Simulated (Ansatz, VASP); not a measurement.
# Ti: VASP beside Ansatz, part 2 of 2

One calculation is typed for both programs; each brings its own data sets. How far apart do they land? Of the first pair: The cell is taken from a series of runs on this material, whose earlier steps may have relaxed, scaled, displaced or heated it; both programs get it as it stands.

VASP 6.6.1 and Ansatz 0.2.0.

So far: The starting structure; Ansatz: relaxation of cell and atoms, PBEsol, pair 1; VASP: relaxation of cell and atoms, PBEsol, pair 1; Side by side; Ansatz: relaxation, PBEsol.

### 6. VASP: single point, PBEsol

Level of this step: PBEsol; plane waves and PAW (Ti_sv) (VASP).

The same cell, functional, mesh and smearing now go to VASP, with its own data sets.

INCAR reads:

```
SYSTEM = Ti
PREC = Accurate
ENCUT = 500
EDIFF = 1E-06
NELM = 120
ISMEAR = -1
SIGMA = 0.05
LREAL = .FALSE.
ALGO = Normal
GGA = PS
NBANDS = 12
LASPH = .TRUE.
LORBIT = 11
LWAVE = .FALSE.
LCHARG = .FALSE.
ISIF = 2
GGA_COMPAT = .FALSE.
KPAR = 2
```

POSCAR reads:

```
Ti
1.0
   -1.5827899261      1.5827899261      1.5827899261
    1.5827899261     -1.5827899261      1.5827899261
    1.5827899261      1.5827899261     -1.5827899261
Ti
1
Direct
    0.0000000000      0.0000000000      0.0000000000
```

KPOINTS reads:

```
Automatic mesh
0
Gamma
19 19 19
0 0 0
```

Potentials, in the order of the species: Ti_sv (PBE family, release 64).

Command:

```console
$ mpirun -np 2 vasp_std
```

Numbers of over 12 decimals in the logs are rounded to 6 here.

Output:

```text
[banner, memory and clock lines left out]
running    2 mpi-ranks, on    1 nodes
[...]
[... a notice as in an earlier step ...]

 LDA part: xc-table for (Slater+PW92), standard interpolation
 POSCAR, INCAR and KPOINTS ok, starting setup
[...]
entering main loop
       N       E                     dE             d eps       ncg     rms          rms(c)
DAV:   1     0.847759436238E+02    0.84776E+02   -0.63757E+03  5296   0.119E+03
DAV:   2    -0.510237823680E+01   -0.89878E+02   -0.87408E+02  5416   0.295E+02
DAV:   3    -0.913389124192E+01   -0.40315E+01   -0.39891E+01  7104   0.636E+01
DAV:   4    -0.922576635530E+01   -0.91875E-01   -0.91776E-01  5936   0.836E+00
[...]
DAV:  10    -0.823523190104E+01   -0.80195E-04   -0.31379E-04  5640   0.202E-01    0.170E-02
DAV:  11    -0.823520842496E+01    0.23476E-04   -0.22615E-05  6260   0.693E-02    0.851E-03
DAV:  12    -0.823520804361E+01    0.38136E-06   -0.13085E-06  4816   0.141E-02
   1 F= -.82352080E+01 E0= -.82271839E+01  d E =-.160482E-01
```

From OUTCAR (step 6):

```text
  Total        0.4612793      0.4612793      0.4612793     -0.0000000      0.0000000     -0.0000000
  in kB       46.5955800     46.5955800     46.5955800     -0.0000000      0.0000000     -0.0000000
  external PRESSURE =      46.5955800 kB  Pullay stress =       0.0000000 kB

 POSITION                                       TOTAL-FORCE (eV/Angst)
 -----------------------------------------------------------------------------------
      0.00000      0.00000      0.00000        -0.000000      0.000000     -0.000000
 -----------------------------------------------------------------------------------
    total drift:                                0.000000     -0.000000      0.000000

  FREE ENERGIE OF THE ION-ELECTRON SYSTEM (eV)
  ---------------------------------------------------
  free  energy   TOTEN  =        -8.2352080436 eV

  energy  without entropy=       -8.2191598346  energy(sigma->0) =       -8.22718394

[... 1 part as in an earlier step ...]

[... 2 further parts left out ...]
[key lines of the parts left out:]
E-fermi :   8.9309
```

The run ends at a pressure of 4.66 GPa.

### 7. Side by side

What differs besides the data sets and the points named for the pairs above, as far as they apply: Ansatz's pressure holds a Pulay correction, VASP's none. Total energies have different zeros and are not compared.

Compared:

```tsv
quantity	Ansatz	VASP	difference
pressure (GPa)	5.00	4.66	+0.34
```

### 8. VASP: relaxation of cell and atoms, PBEsol, pair 3

The relaxed volume is the usual yardstick between codes: in a stiff, nearly cubic crystal its relative difference is about their pressure difference at one cell divided by the bulk modulus. Its start cell is another than that of the pair before, and may be another structure of the material.

Changes to INCAR since step 6:

```diff
@@ -3,3 +3,3 @@
 ENCUT = 500
-EDIFF = 1E-06
+EDIFF = 1E-07
 NELM = 120
@@ -15,4 +15,8 @@
 LCHARG = .FALSE.
-ISIF = 2
+ISIF = 3
+IBRION = 2
+NSW = 80
+EDIFFG = -0.005
 GGA_COMPAT = .FALSE.
+NELMIN = 4
 KPAR = 2
```

POSCAR reads:

```
Ti
1.0
   -1.6036866092      1.6036866092      1.6036866092
    1.6036866092     -1.6036866092      1.6036866092
    1.6036866092      1.6036866092     -1.6036866092
Ti
1
Direct
    0.0000000000      0.0000000000      0.0000000000
```

KPOINTS is that of step 6.

Command:

```console
$ mpirun -np 2 vasp_std
```

Output:

```text
[... set-up lines as in an earlier step ...]
 entering main loop
       N       E                     dE             d eps       ncg     rms          rms(c)
DAV:   1     0.843595267722E+02    0.84360E+02   -0.63822E+03  5300   0.119E+03
DAV:   2    -0.520330168538E+01   -0.89563E+02   -0.87199E+02  5396   0.292E+02
DAV:   3    -0.924322210481E+01   -0.40399E+01   -0.39986E+01  7292   0.635E+01
DAV:   4    -0.931689208389E+01   -0.73670E-01   -0.73606E-01  5916   0.769E+00
[...]
DAV:  13    -0.824456978824E+01   -0.28628E-06   -0.25679E-07  6580   0.346E-03    0.250E-03
DAV:  14    -0.824456967014E+01    0.11809E-06   -0.79123E-08  4004   0.343E-03    0.549E-04
DAV:  15    -0.824456964448E+01    0.25661E-07   -0.11033E-08  2780   0.114E-03
   1 F= -.82445696E+01 E0= -.82359536E+01  d E =-.824457E+01
[...]
N       E                     dE             d eps       ncg     rms          rms(c)
DAV:   1    -0.824467159971E+01   -0.10193E-03   -0.19015E-03  6452   0.625E-01    0.894E-02
DAV:   2    -0.824456732962E+01    0.10427E-03   -0.29489E-04  6312   0.239E-01    0.183E-02
DAV:   3    -0.824456510876E+01    0.22209E-05   -0.26573E-05  7440   0.343E-02    0.563E-03
DAV:   4    -0.824456754732E+01   -0.24386E-05   -0.40013E-06  6796   0.120E-02    0.371E-03
DAV:   5    -0.824456980826E+01   -0.22609E-05   -0.36055E-06  7704   0.835E-03    0.313E-03
DAV:   6    -0.824457020638E+01   -0.39812E-06   -0.34224E-07  5384   0.531E-03    0.285E-04
DAV:   7    -0.824457025014E+01   -0.43761E-07   -0.30812E-08  3716   0.129E-03
   2 F= -.82445703E+01 E0= -.82359656E+01  d E =-.605656E-06
 trial-energy change:   -0.000001  1 .order   -0.000001   -0.000004    0.000002
 step:   0.6260(harm=  0.6260)  dis= 0.00000  next Energy=    -8.244571 (dE=-0.118E-05)
 reached required accuracy - stopping structural energy minimisation
```

From OUTCAR (step 8):

```text
  Total        0.0030489      0.0030489      0.0030489     -0.0000000     -0.0000000      0.0000000
  in kB        0.2963214      0.2963214      0.2963214     -0.0000000     -0.0000000      0.0000000
  external PRESSURE =       0.2963214 kB  Pullay stress =       0.0000000 kB

 POSITION                                       TOTAL-FORCE (eV/Angst)
 -----------------------------------------------------------------------------------
      0.00000      0.00000     -0.00000        -0.000000     -0.000000      0.000000
 -----------------------------------------------------------------------------------
    total drift:                                0.000000      0.000000      0.000000

  FREE ENERGIE OF THE ION-ELECTRON SYSTEM (eV)
  ---------------------------------------------------
  free  energy   TOTEN  =        -8.2445702501 eV

  energy  without entropy=       -8.2273610431  energy(sigma->0) =       -8.23596565

[... 2 parts as in an earlier step ...]

[... 2 further parts left out ...]
[key lines of the parts left out:]
E-fermi :   8.5086
```

### 9. Ansatz: relaxation of cell and atoms, PBEsol, pair 3

Its own start cell and the same functional, mesh and smearing now go to Ansatz.

The two relaxations start from unlike cells of this crystal (the structure described is Ansatz's start), so only their ends are compared.

input.yaml reads:

```yaml
crystal:
  lattice:
    - [-1.63, 1.63, 1.63]
    - [1.63, -1.63, 1.63]
    - [1.63, 1.63, -1.63]
  atoms:
    - { symbol: Ti, position: [0.0, 0.0, 0.0] }
kpoints:
  mp_grid: { grid: [19, 19, 19] }
scf:
  occupations: { method: fermi_dirac, width: 0.05 }
hamiltonian:
  xc: pbesol
  pseudopotentials: { kind: paw, azcp: { folder: soft_1 }, xc_functional: pbe }
basis:
  ecutwfc: 600
output:
  forces: true
  stress: true
relax:
  f_tol: 0.005
  max_steps: 70
  cell: { stress_tol: 0.02, p_target: 0 }
```

Command:

```console
$ ansatz run input.yaml --threads 4 --pin off --max-ram 10240MiB --backend cpu --events-out ev --progress --plain --runs-dir out
```

Output:

```text
[...]
Crystal: 1 atoms, lattice volume = 17.323 Å³
Basis set: ecut = 600 eV, 603 PW (Γ), exchange–correlation on 48×48×48 points (8 copies of the dense FFT grid, shifted against one another)
Bands: 10, of which v1, the nominal top of the filled ones, is band 6 counted from 1 (5 counted from 0)
Symmetry: 48 space group operations
[...]
k-points: 220 of 6859
[...]
0.001192       0.000000      -0.000000
        0.000000       0.001192       0.000000
        0.000000      -0.000000       0.001192
  P = ⅓ Tr σ = 0.0012 GPa (0.012 kbar)
--- Relaxed structure (4 steps of the walk, 4 accepted, 1 SCFs on fresh bases) ---
[...]
cell:  # Å, volume = 16.5300 Å³
    - [-1.604739, 1.604739, 1.604739]
    - [1.604739, -1.604739, 1.604739]
    - [1.604739, 1.604739, -1.604739]
  atoms:
    - { symbol: Ti, position: [0.0, 0.0, 0.0] }
[key lines of the parts left out:]
SCF converged after 5 iterations
Free energy (F): -2473.807023 eV
Fermi energy:    13.685169 eV
```

### 10. Comparison

The two programs side by side:

```tsv
quantity	Ansatz	VASP	difference
volume (Å³)	16.53	16.49	+0.27 %
edge a after relaxation, in the typed setting (Å)	2.780	2.777	+0.09 %
```

### 11. Summary of results

```json
{
  "difference in volume (relaxation of cell and atoms, PBEsol, pair 1)": "0.24 %",
  "difference in pressure (single point, PBEsol)": "0.34 GPa",
  "difference in volume (relaxation of cell and atoms, PBEsol, pair 3)": "0.27 %"
}
```

In words: The difference in pressure is 0.34 GPa (single point, PBEsol), within the 1 GPa picked in this series as the mark of a large difference. 5 further runs of this series are not shown here. Such differences can come from data sets, numerical settings and the points named under the comparisons, not from the functional's error against experiment.

[Lines on the potential files, build, host, timing and source positions are cut from VASP's logs without a mark.]

[Logs are printed without paths, hosts, clocks, repeated set-up lines and the standing remarks that a program may print on its own settings, such as how far it seeks lower states.]

[Hosts, paths, dates, database ids (printed as entryN), source tags and the programs' standing remarks are cut or masked in the printed files.]
